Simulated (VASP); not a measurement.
## CsPbBr3: energy against volume

CsPbBr3 (cubic perovskite, Pm-3m, 40.517 Å³/atom and stress up to 0.01 GPa in the relaxed cell, cube axes along x, y and z) under an equal strain ε along all three axes. PBEsol in VASP (plane waves, PAW), 480 eV, 6×6×6 Γ-centred mesh, Gaussian smearing 0.05 eV; ions are relaxed, or left where forces stay under 0.02 eV/Å, within the symmetry of each cell.

Here V stands for volume and E for E less E0.

```csv
volume (Å³/atom),E less E0 (meV/atom),pressure (GPa)
36.9785,?,?
38.1340,10.74,1.49
38.7206,5.96,1.07
39.3133,2.62,0.68
39.9119,0.66,0.32
40.5167,0.00,-0.01
41.1275,0.56,-0.32
41.7444,2.28,-0.61
42.3674,5.10,-0.88
42.9966,8.94,-1.12
```

Taking the third-order Birch-Murnaghan form, a cubic in V^(-2/3) for E over the 9 complete rows: With u = V^(-2/3) - 0.0848, the rows have u = 0.0034657, 0.0025719, 0.0016915, 0.0008246, -0.0000297, -0.0008710, -0.0017000, -0.0025166, -0.0033213. Least squares gives E = 0.000 + 96.0·u + 852745·u² + 3995541·u³. Residuals (row less fit): -0.001, 0.004, -0.002, -0.001, 0.002, -0.001, -0.002, 0.005, -0.001; standard error 0.003 (degrees of freedom: 5). Its minimum lies at u = -0.0000563, so V0 = (0.0847437)^(-3/2) = 40.54. There d²E/du² = 1704000 and d³E/du³ = 2.397e7, so B0 = (4/9) × 40.54^(-7/3) × 1704000 × 0.160218 = 21.5 GPa (the last factor turns the table's units into GPa), and B0' = 4 + (2/3) × 0.0847437 × (2.397e7)/1704000 = 4.8. B0' rests on the cubic coefficient alone and has a standard error of 0.1 from these residuals.

Task: What does the fit predict for E at V = 36.9785, and how far is the calculated value from it?

Result: u = 0.0052950, so E = 0.000 + 96.0 × 0.0052950 + 852745 × 0.0052950² + 3995541 × 0.0052950³ = 25.010 meV/atom. The calculation gives 24.99 meV/atom, 0.020 meV/atom below the prediction (0.1 % of the range of E in the table). The row lies outside the fitted rows, so this is an extrapolation. The scatter of the fitted rows lies at the last printed digit.

The primitive cell can neither tilt nor turn polar against its symmetry, as such crystals can under strain. Spin-orbit coupling is left out, which can shift these values for the heavy elements here. Other structures, which can take over under pressure, weren't tried. The same form fitted to the pressure column gives B0' = 4.8; series where the two differ by over 0.4 aren't shown. CsPbBr3 is here the ideal cubic form; the compound distorts at low or room temperature. Rows are the converged runs of the series near zero and its far end, less any whose ions stayed unrelaxed beside relaxed ones; series whose fitted rows scatter by over a few per cent of the range, as at a crossing or softening among them, aren't shown in this form.
